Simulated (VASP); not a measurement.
# Sound and unsound inputs on Bi, part 2 of 3

Aim: change the input of a sound run on Bi piece by piece and see what each change does. All runs use LDA. This is not the structure that Bi takes at ambient conditions. The start is a computed cell from the Materials Project.

VASP 6.6.1; LDA; plane waves and PAW (Bi_d).

Still holding for the runs below: This run has no spin polarisation. Its electron count is odd, so without a moment it is a metal by construction. The k-mesh is coarse for a metal.

So far. Step 2 (Reference run): The pressure is -2.25 GPa and the largest force 0.000 eV/Å, so the cell is not at a minimum at these settings.

The starting crystal is not the ambient structure of Bi (space group No. 166); it is a model or a phase of other conditions.

## (5) A single point (LDA) with a changed input

A single point gives energy, forces and stress at these settings. Some settings are moved from the usual, to see what they do.

File INCAR:

```
SYSTEM = Bi
PREC = Accurate
ENCUT = 700
EDIFF = 1E-06
NELM = 100
ISMEAR = -1
SIGMA = 0.05
LREAL = .FALSE.
ALGO = Damped
GGA = CA
NBANDS = 13
LORBIT = 11
LWAVE = .FALSE.
LCHARG = .FALSE.
KPAR = 2
ISIF = 2
TIME = 0.1
```

File POSCAR:

```
Bi
1.0
   -1.9814305318      1.9814305318      1.9814305318
    1.9814305318     -1.9814305318      1.9814305318
    1.9814305318      1.9814305318     -1.9814305318
Bi
1
Direct
    0.0000000000      0.0000000000      0.0000000000
```

File KPOINTS:

```
Automatic mesh
0
Gamma
7 7 7
0 0 0
```

PAW data sets: Bi_d (LDA family, release 64).

Started as:

```
$ mpirun -np 2 vasp_std
```

What it wrote:

```text
[... set-up lines as in an earlier step ...]
 entering main loop
       N       E                     dE             d eps       ncg     rms           ort
DAV:   1     0.180220753947E+03    0.18022E+03   -0.90713E+03   260   0.186E+03
DAV:   2     0.368258254033E+02   -0.14339E+03   -0.13986E+03   260   0.425E+02
DAV:   3     0.508938254766E+01   -0.31736E+02   -0.31098E+02   260   0.196E+02
DAV:   4    -0.276206119513E+01   -0.78514E+01   -0.77742E+01   260   0.102E+02
DAV:   5    -0.430246432836E+01   -0.15404E+01   -0.15251E+01   260   0.391E+01
SDA:   6    -0.428781282643E+01    0.14652E-01   -0.27108E-01   260   0.271E+00   0.000E+00
DMP:   7    -0.431311076657E+01   -0.25298E-01   -0.35085E-01   260   0.202E+00   0.235E+00
DMP:   8    -0.434436746873E+01   -0.31257E-01   -0.29900E-01   260   0.125E+00   0.273E+00
DMP:   9    -0.437011368847E+01   -0.25746E-01   -0.20537E-01   260   0.698E-01   0.214E+00
DMP:  10    -0.438736114127E+01   -0.17247E-01   -0.12336E-01   260   0.372E-01   0.136E+00
DMP:  11    -0.439755093907E+01   -0.10190E-01   -0.68651E-02   260   0.204E-01   0.760E-01
DMP:  12    -0.440318732187E+01   -0.56364E-02   -0.37736E-02   260   0.124E-01   0.399E-01
DMP:  13    -0.440631752683E+01   -0.31302E-02   -0.22266E-02   260   0.860E-02   0.215E-01
DMP:  14    -0.440822364159E+01   -0.19061E-02   -0.15151E-02   260   0.658E-02   0.135E-01
DMP:  15    -0.440957484550E+01   -0.13512E-02   -0.11801E-02   260   0.522E-02   0.104E-01
DMP:  16    -0.441065639760E+01   -0.10816E-02   -0.97429E-03   260   0.407E-02   0.894E-02
DMP:  17    -0.441155576458E+01   -0.89937E-03   -0.79433E-03   260   0.303E-02   0.775E-02
DMP:  18    -0.441228473682E+01   -0.72897E-03   -0.61675E-03   260   0.212E-02   0.637E-02
DMP:  19    -0.441284414584E+01   -0.55941E-03   -0.45107E-03   260   0.141E-02   0.488E-02
DMP:  20    -0.441324795900E+01   -0.40381E-03   -0.31208E-03   260   0.903E-03   0.350E-02
DMP:  21    -0.441352415462E+01   -0.27620E-03   -0.20735E-03   260   0.571E-03   0.237E-02
DMP:  22    -0.441370628929E+01   -0.18213E-03   -0.13537E-03   260   0.370E-03   0.155E-02
DMP:  23    -0.441382494916E+01   -0.11866E-03   -0.88947E-04   260   0.249E-03   0.101E-02
DMP:  24    -0.441390309907E+01   -0.78150E-04   -0.59591E-04   260   0.172E-03   0.669E-03
DMP:  25    -0.441395560457E+01   -0.52505E-04   -0.40483E-04   260   0.118E-03   0.452E-03
DMP:  26    -0.441399126869E+01   -0.35664E-04   -0.27447E-04   260   0.797E-04   0.307E-03
DMP:  27    -0.441401536682E+01   -0.24098E-04   -0.18353E-04   260   0.524E-04   0.207E-03
DMP:  28    -0.441403140230E+01   -0.16035E-04   -0.12079E-04   260   0.340E-04   0.137E-03
DMP:  29    -0.441404191000E+01   -0.10508E-04   -0.78623E-05   260   0.221E-04   0.891E-04
DMP:  30    -0.441404872679E+01   -0.68168E-05   -0.50921E-05   260   0.144E-04   0.576E-04
DMP:  31    -0.441405312969E+01   -0.44029E-05   -0.32980E-05   260   0.943E-05   0.371E-04
DMP:  32    -0.441405597964E+01   -0.28499E-05   -0.21442E-05   260   0.623E-05   0.240E-04
DMP:  33    -0.441405783109E+01   -0.18514E-05   -0.13996E-05   260   0.410E-05   0.156E-04
DMP:  34    -0.441405903925E+01   -0.12082E-05   -0.91160E-06   260   0.267E-05   0.102E-04
DMP:  35    -0.441405982397E+01   -0.78472E-06   -0.58753E-06   260   0.170E-05   0.658E-05
 final diagonalization occupied
   1 F= -.44140598E+01 E0= -.44097384E+01  d E =-.864276E-02
```

Wall time 9.2 s (2 MPI ranks of Intel Xeon Platinum 8259CL at 2.50GHz (Skylake/Cascade Lake), shared host); peak memory 0.28 GiB; 16 s of CPU time.

OUTCAR, selected parts (step 5):

```text
   ENCUT  =  700.0 eV  51.45 Ry    7.17 a.u.   7.40  7.40  7.40*2*pi/ulx,y,z

   NELECT =      15.0000    total number of electrons

 E-fermi :   7.6115

 k-point     1 :       0.0000    0.0000    0.0000
  band No.  band energies     occupation
    ...
      2     -15.2772      2.00000
      3     -15.2772      2.00000
      4     -15.1454      2.00000
      5     -15.1454      2.00000
      6      -5.8525      2.00000
      7      12.7280      0.00000
      8      12.7280      0.00000
      9      12.7280      0.00000
     10      16.9069      0.00000
     11      18.1975      0.00000
    ...

  Total       -0.4262943     -0.4262943     -0.4262943      0.0000000     -0.0000000     -0.0000000
  in kB      -21.9494465    -21.9494465    -21.9494465      0.0000000     -0.0000000     -0.0000000
  external PRESSURE =     -21.9494465 kB  Pullay stress =       0.0000000 kB

 POSITION                                       TOTAL-FORCE (eV/Angst)
 -----------------------------------------------------------------------------------
      0.00000      0.00000      0.00000        -0.000000     -0.000000      0.000000
 -----------------------------------------------------------------------------------
    total drift:                               -0.000000     -0.000000      0.000000

  FREE ENERGIE OF THE ION-ELECTRON SYSTEM (eV)
  ---------------------------------------------------
  free  energy   TOTEN  =        -4.4140598240 eV

  energy  without entropy=       -4.4054170623  energy(sigma->0) =       -4.40973844

[... 5 parts as in an earlier step ...]

[... 11 further parts left out ...]
```

ALGO and TIME act on the way to self-consistency or on speed; a fully converged result doesn't depend on them, though slow mixing can meet EDIFF with the stress still off. At this level the cell is under a tension of 2.2 GPa, so at these settings it is away from equilibrium.

This step gave:

- SCF cycles: 35
- pressure: -2.195 GPa

Against the reference run the energy at zero smearing moves by -0.17 meV an atom and the pressure by +0.06 GPa.

## (6) Full relaxation (LDA) with a changed input

Properties are meant for the cell that this level of theory prefers, so cell and atoms are relaxed first (ISIF = 3) until forces and stress are small; EDIFFG sets the threshold. Some settings are moved from the usual, to see what they do.

File INCAR:

```
SYSTEM = Bi
PREC = Accurate
ENCUT = 400
EDIFF = 1E-06
NELM = 100
ISMEAR = -1
SIGMA = 0.05
LREAL = .FALSE.
ALGO = Normal
GGA = CA
NBANDS = 13
LORBIT = 11
LWAVE = .FALSE.
LCHARG = .FALSE.
KPAR = 2
IBRION = 2
NSW = 60
ISIF = 3
EDIFFG = -0.01
PSTRESS = 200
NELECT = 15.1
```

POSCAR is that of step 5.

KPOINTS is that of step 5.

Started as:

```
$ mpirun -np 2 vasp_std
```

What it wrote:

```text
[... set-up lines as in an earlier step ...]
 entering main loop
       N       E                     dE             d eps       ncg     rms          rms(c)
DAV:   1     0.993331456475E+02    0.99333E+02   -0.69531E+03   543   0.110E+03
DAV:   2     0.170466764591E+01   -0.97628E+02   -0.95363E+02   555   0.306E+02
DAV:   3    -0.352850055679E+01   -0.52332E+01   -0.52216E+01   643   0.761E+01
DAV:   4    -0.364325026844E+01   -0.11475E+00   -0.11472E+00   664   0.120E+01
DAV:   5    -0.364869860109E+01   -0.54483E-02   -0.54482E-02   724   0.236E+00BRMIX: very serious problems
 the old and the new charge density differ
 old charge density:    15.00000 new   15.10000
BRMIX: very serious problems
 the old and the new charge density differ
 old charge density:    15.00000 new   15.10000
    0.468E-01
DAV:   6    -0.364993398697E+01   -0.12354E-02   -0.46628E-03   688   0.906E-01    0.255E-01
DAV:   7    -0.364761172974E+01    0.23223E-02   -0.57907E-03   670   0.115E+00    0.614E-02
DAV:   8    -0.364751243623E+01    0.99294E-04   -0.93222E-04   645   0.530E-01    0.312E-02
DAV:   9    -0.364747648684E+01    0.35949E-04   -0.68553E-05   655   0.125E-01    0.316E-03
DAV:  10    -0.364747692185E+01   -0.43501E-06   -0.40248E-06   645   0.174E-02
   1 F= 0.23685163E+00 E0= 0.23889558E+00  d E =0.236852E+00
 curvature:   0.00 expect dE= 0.000E+00 dE for cont linesearch  0.000E+00
 trial: gam= 0.00000 g(F)=  0.657E-61 g(S)=  0.135E+01 ort = 0.000E+00 (trialstep = 0.100E+01)
 search vector abs. value=  0.135E+01
 bond charge predicted
       N       E                     dE             d eps       ncg     rms          rms(c)
DAV:   1    -0.520051554749E+02   -0.48358E+02   -0.68201E+02   630   0.310E+02    0.435E+01
DAV:   2    -0.410008567829E+01    0.47905E+02   -0.83085E+01   595   0.307E+02    0.117E+01
DAV:   3    -0.960382147372E+00    0.31397E+01   -0.91242E+00   754   0.743E+01    0.259E+00
DAV:   4    -0.119499879699E+01   -0.23462E+00   -0.13325E+00   768   0.181E+01    0.110E+00
DAV:   5    -0.133677199754E+01   -0.14177E+00   -0.31436E-01   620   0.714E+00    0.848E-01
DAV:   6    -0.130955452234E+01    0.27217E-01   -0.66092E-02   620   0.591E+00    0.118E-01
DAV:   7    -0.130984956748E+01   -0.29505E-03   -0.52436E-03   664   0.108E+00    0.597E-02
DAV:   8    -0.130973113073E+01    0.11844E-03   -0.49385E-04   658   0.450E-01    0.143E-02
DAV:   9    -0.130972185353E+01    0.92772E-05   -0.37691E-05   793   0.103E-01    0.138E-03
DAV:  10    -0.130972179413E+01    0.59404E-07   -0.92134E-07   428   0.154E-02
   2 F= 0.10994711E+01 E0= 0.11046249E+01  d E =0.862620E+00
[...]
3 F= -.24859201E-01 E0= -.20972385E-01  d E =-.261711E+00
[...]
4 F= -.25764195E-01 E0= -.21583808E-01  d E =-.262616E+00
[...]
5 F= -.25797801E-01 E0= -.21473332E-01  d E =-.262649E+00
[...]
6 F= -.25755098E-01 E0= -.21583405E-01  d E =0.427032E-04
 trial-energy change:    0.000043  1 .order    0.000044   -0.000100    0.000187
 step:   0.3037(harm=  0.3037)  dis= 0.00000  next Energy=    -0.025815 (dE=-0.174E-04)
 bond charge predicted
       N       E                     dE             d eps       ncg     rms          rms(c)
DAV:   1    -0.331926692879E+01    0.65865E-02   -0.23141E-02   640   0.290E+00    0.168E-01
DAV:   2    -0.331841841562E+01    0.84851E-03   -0.13107E-03   630   0.710E-01    0.647E-02
DAV:   3    -0.331827547273E+01    0.14294E-03   -0.54419E-04   831   0.420E-01    0.686E-03
DAV:   4    -0.331827659034E+01   -0.11176E-05   -0.98168E-06   545   0.347E-02    0.399E-03
DAV:   5    -0.331827772415E+01   -0.11338E-05   -0.56569E-06   580   0.215E-02    0.167E-03
DAV:   6    -0.331827751535E+01    0.20879E-06   -0.48399E-07   300   0.896E-03
   7 F= -.25812270E-01 E0= -.21541512E-01  d E =-.144690E-04
 curvature:  -0.15 expect dE=-0.591E-07 dE for cont linesearch -0.591E-07
 trial: gam=-0.05492 g(F)=  0.539E-61 g(S)=  0.389E-06 ort = 0.667E-05 (trialstep = 0.759E+00)
 search vector abs. value=  0.142E-08
 reached required accuracy - stopping structural energy minimisation
```

It took 9 s on 2 MPI ranks; peak memory 0.24 GiB; 16 s of CPU time.

Parts of OUTCAR (step 6):

```text
NELECT = 15.1

 E-fermi :  10.0318

 k-point     1 :       0.0000    0.0000    0.0000
  band No.  band energies     occupation
    ...
      2     -13.1995      2.00000
      3     -13.1995      2.00000
      4     -12.9756      2.00000
      5     -12.9756      2.00000
      6      -4.9166      2.00000
      7      16.2642      0.00000
      8      16.2642      0.00000
      9      16.2642      0.00000
     10      20.3649      0.00000
     11      20.3649      0.00000
    ...

  Total        3.2941044      3.2941044      3.2941044      0.0000000      0.0000000      0.0000000
  in kB      200.0995702    200.0995702    200.0995702      0.0000000      0.0000000      0.0000000
  external PRESSURE =       0.0995702 kB  Pullay stress =     200.0000000 kB

 POSITION                                       TOTAL-FORCE (eV/Angst)
 -----------------------------------------------------------------------------------
      0.00000     -0.00000      0.00000        -0.000000     -0.000000     -0.000000
 -----------------------------------------------------------------------------------
    total drift:                                0.000000      0.000000     -0.000000

  FREE ENERGIE OF THE ION-ELECTRON SYSTEM (eV)
  ---------------------------------------------------
  free  energy   TOTEN  =        -3.3182775154 eV

  energy  without entropy=       -3.3097360004  energy(sigma->0) =       -3.31400676

 reached required accuracy - stopping structural energy minimisation

[... 7 parts as in an earlier step ...]

[... 10 further parts left out ...]
```

CONTCAR:

```
Bi
   1.00000000000000
    -1.8751985776593503    1.8751985776593503    1.8751985776593503
     1.8751985776593503   -1.8751985776593503    1.8751985776593503
     1.8751985776593503    1.8751985776593503   -1.8751985776593503
  Bi
     1
Direct
     0.0000000000000000    0.0000000000000000    0.0000000000000000
```

The run converged; its settings lie outside those of the reference runs, so its numbers are set aside.

Settings moved from the usual: PSTRESS = 200 and NELECT = 15.1.

NELECT differs from the neutral count, so the cell is charged against a uniform background: another system, not a numerical setting. PSTRESS = 200 sets a target pressure of 20 GPa, a physical condition rather than a numerical setting.

## (7) Full relaxation (LDA) with a changed input, try 2

This run is made with a changed input; what comes of it follows.

File INCAR:

```
SYSTEM = Bi
PREC = Accurate
ENCUT = 400
EDIFF = 1E-06
NELM = 57
ISMEAR = -1
SIGMA = 0.05
LREAL = .FALSE.
ALGO = Normal
GGA = CA
NBANDS = 13
LORBIT = 11
LWAVE = .FALSE.
LCHARG = .FALSE.
KPAR = 2
IBRION = 3
NSW = 30
ISIF = 3
EDIFFG = -0.01
POTIM = 5
```

POSCAR is that of step 6.

KPOINTS is that of step 6.

Started as:

```
$ mpirun -np 2 vasp_std
```

What it wrote:

```text
[... set-up lines as in an earlier step ...]
 entering main loop
       N       E                     dE             d eps       ncg     rms          rms(c)
[... 9 cycles as in an earlier step ...]
   1 F= -.44138894E+01 E0= -.44095679E+01  d E =-.441389E+01
quench:  g(F)=  0.516E-61 g(S)=  0.277E+00 dE (1.order)=-0.554E+00
[...]
N       E                     dE             d eps       ncg     rms          rms(c)
DAV:   1    -0.568731438851E+03   -0.56432E+03   -0.40749E+03   630   0.612E+02    0.169E+02
DAV:   2    -0.207939649980E+02    0.54794E+03   -0.34787E+02   611   0.587E+02    0.697E+01
DAV:   3     0.689413758549E+02    0.89735E+02   -0.17366E+02   635   0.587E+02    0.156E+01
DAV:   4     0.615941589405E+02   -0.73472E+01   -0.25941E+01   639   0.585E+01    0.456E+00
[...]
DAV:   9     0.603680798460E+02   -0.70043E-03   -0.49888E-04   686   0.399E-01    0.105E-02
DAV:  10     0.603680767683E+02   -0.30777E-05   -0.34591E-05   622   0.575E-02    0.660E-03
DAV:  11     0.603680769280E+02    0.15968E-06   -0.31076E-07   465   0.111E-02
   2 F= 0.60368077E+02 E0= 0.60371700E+02  d E =0.647820E+02
quench:  g(F)=  0.226E-61 g(S)=  0.263E+05 dE (1.order)=-0.524E+05
[...]
N       E                     dE             d eps       ncg     rms          rms(c)
DAV:   1     0.183532442066E+04    0.17750E+04   -0.73110E+02   769   0.702E+00BRMIX: very serious problems
 the old and the new charge density differ
 old charge density:    15.00000 new   14.96870
BRMIX: very serious problems
 the old and the new charge density differ
 old charge density:    15.00000 new   14.96870
    0.558E+00
DAV:   2     0.185568156869E+04    0.20357E+02   -0.86102E+00   626   0.495E+00BRMIX: very serious problems
 the old and the new charge density differ
 old charge density:    14.96870 new   14.96683
BRMIX: very serious problems
 the old and the new charge density differ
 old charge density:    14.96870 new   14.96683
    0.335E+00
DAV:   3     0.187786504458E+04    0.22183E+02   -0.72892E-02   665   0.493E-01BRMIX: very serious problems
 the old and the new charge density differ
 old charge density:    14.96683 new   14.96665
BRMIX: very serious problems
 the old and the new charge density differ
 old charge density:    14.96683 new   14.96665
    0.158E-01
DAV:   4     0.188416133290E+04    0.62963E+01   -0.26453E-01   560   0.870E-01BRMIX: very serious problems
 the old and the new charge density differ
 old charge density:    14.96665 new   14.96624
BRMIX: very serious problems
 the old and the new charge density differ
 old charge density:    14.96665 new   14.96624
    0.704E-02
DAV:   5     0.188566858339E+04    0.15073E+01   -0.28166E-01   550   0.787E-01BRMIX: very serious problems
 the old and the new charge density differ
 old charge density:    14.96624 new   14.96588
BRMIX: very serious problems
 the old and the new charge density differ
 old charge density:    14.96624 new   14.96588
    0.565E-03
DAV:   6     0.188566917836E+04    0.59498E-03   -0.14340E-04   705   0.162E-02    0.551E-03
DAV:   7     0.188566972546E+04    0.54710E-03   -0.41041E-04   585   0.263E-02    0.879E-04
DAV:   8     0.188566973314E+04    0.76797E-05   -0.24538E-05   680   0.685E-03    0.188E-04
DAV:   9     0.188566973629E+04    0.31492E-05   -0.61881E-08   460   0.274E-04    0.198E-04
DAV:  10     0.188566971130E+04   -0.24991E-04   -0.85062E-06   620   0.329E-03    0.135E-05
DAV:  11     0.188566971129E+04   -0.88826E-08   -0.38837E-09   475   0.560E-05
   3 F= 0.18856697E+04 E0= 0.18858208E+04  d E =0.182530E+04
quench:  g(F)=  0.166E-64 g(S)=  0.120E+04 dE (1.order)=-0.120E+04
[...]
-----------------------------------------------------------------------------
|                                                                             |
|     EEEEEEE  RRRRRR   RRRRRR   OOOOOOO  RRRRRR      ###     ###     ###     |
|     E        R     R  R     R  O     O  R     R     ###     ###     ###     |
|     E        R     R  R     R  O     O  R     R     ###     ###     ###     |
|     EEEEE    RRRRRR   RRRRRR   O     O  RRRRRR       #       #       #      |
|     E        R   R    R   R    O     O  R   R                               |
|     E        R    R   R    R   O     O  R    R      ###     ###     ###     |
|     EEEEEEE  R     R  R     R  OOOOOOO  R     R     ###     ###     ###     |
|                                                                             |
|     Orbital orthonormalization failed in the inversion of matrix            |
|     LAPACK: Routine ZPOTRF failed! kpoint: 1 spin: 1                        |
|                                                                             |
|     Possible solutions for this issue are:                                  |
|     - Please check whether the atoms are too close to each other.           |
|     - Decreasing POTIM might help during relaxations or MDs.                |
|     - Deleting CHGCAR or WAVECAR if incompatible with the structure.        |
|     - Try calculating without symmetrizing (ISYM = 0 or ISYM = -1).         |
|     - As last resort: using a different PAW for some of the atoms.          |
|                                                                             |
|       ---->  I REFUSE TO CONTINUE WITH THIS SICK JOB ... BYE!!! <----       |
|                                                                             |
 -----------------------------------------------------------------------------

1
1
```

The job ended after 8.2 s (2 MPI ranks).

The run ended with an error.

VASP's message: “Orbital orthonormalization failed in the inversion of matrix LAPACK: Routine ZPOTRF failed! kpoint: 1 spin: 1”. No number of this run is used.

The fault in the input: ionic step far too long (POTIM = 5.0 and IBRION = 3). Lower POTIM, or use IBRION = 2.

(Part 2 of 3 ends here.)

[Lines on the potential files, build, host, timing and source positions are cut from VASP's logs without a mark.]

[Logs are printed without paths, hosts, clocks, repeated set-up lines and the standing remarks that a program may print on its own settings, such as how far it seeks lower states.]

[Hosts, paths, dates, database ids (printed as entryN), source tags and the programs' standing remarks are cut or masked in the printed files.]

[A measured line is paired with the nearest computed mode of its activity, which favours agreement.]

[In band tables of VASP the shares of atoms and orbitals are scaled to a sum of 1 inside the atoms' spheres.]
